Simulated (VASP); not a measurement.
Given:

```xyz
2
Lattice="3.2500 0.0000 0.0000 0.0000 3.2500 0.0000 0.0000 0.0000 3.2500" Properties=species:S:1:pos:R:3 pbc="T T T"
In     1.6250     1.6250     1.6250
Pd     0.0000     0.0000     0.0000
```

The numbers are results of PBE GGA with spin-orbit coupling, VASP's PBE PAW potentials (set 64) (plane waves; VASP 6.6.1), not measurements. Settings: 400 eV cut-off, 10×10×10 Γ-centred mesh, first-order Methfessel-Paxton smearing of 0.10 eV, potentials In_d Pd.

Q: Give the stress tensor in GPa (positive for a compressed cell).

A: 
```
6.51  0.00  0.00
0.00  6.51  0.00
0.00  0.00  6.51
```
The pressure is its mean diagonal, 6.51 GPa.

The compound is PdIn in the CsCl type structure. The cell was not relaxed at this level. The run is one of a series of settings (GGA_COMPAT = .FALSE., LSORBIT = .TRUE., MAGMOM = 0 0 0 0 0 0, program vasp_ncl against the base run), some of them coarse on purpose.
